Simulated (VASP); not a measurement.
```
BeCd3S4
1.0
    5.56707     0.00000     0.00000
    0.00000     5.56707     0.00000
    0.00000     0.00000     5.56707
Cd S Be
3 4 1
Cartesian
  0.00000   5.56707   0.00000
  2.78354   2.78354   0.00000
  2.78354   5.56707   2.78354
  1.23320   1.55034   1.55034
  4.33388   4.01673   1.55034
  4.33388   1.55034   4.01673
  1.23320   4.01673   4.01673
  5.56707   2.78354   2.78354
```

The numbers are results of PBEsol GGA, VASP's PBE PAW potentials (set 64) (plane waves; VASP 6.6.1), not measurements. Settings: 400 eV cut-off, Gaussian smearing of 0.050 eV, potentials Cd S Be.

Task: Give the energies of bands 23 to 36 at the high-symmetry points, in eV from the valence-band maximum.

Result: 
| band | Γ | X | M | R |
|---|---|---|---|---|
| 23 | -2.33 | -2.73 | -3.54 | -4.64 |
| 24 | -2.33 | -2.73 | -2.58 | -1.30 |
| 25 | -2.33 | -2.62 | -2.58 | -1.30 |
| 26 | -1.71 | -2.16 | -2.19 | -1.30 |
| 27 | -1.71 | -2.08 | -1.68 | -0.50 |
| 28 | -1.71 | -1.25 | -0.98 | -0.50 |
| 29 | -0.03 | -1.25 | -0.97 | -0.50 |
| 30 | -0.03 | -0.64 | -0.97 | -0.41 |
| 31 | -0.03 | -0.64 | 0.00 | -0.41 |
| 32 | 1.69 | 3.65 | 3.49 | 3.10 |
| 33 | 3.50 | 3.76 | 4.86 | 3.10 |
| 34 | 3.50 | 4.86 | 4.86 | 3.10 |
| 35 | 3.50 | 4.92 | 4.88 | 3.29 |
| 36 | 3.90 | 5.44 | 5.46 | 6.33 |

The gap is indirect, 1.69 eV, from the valence maximum at M to the conduction minimum at Γ.

The structure was generated: BeCd3S4 was put into an ordered model structure (P-43m), which need not be its known phase. It was relaxed first.
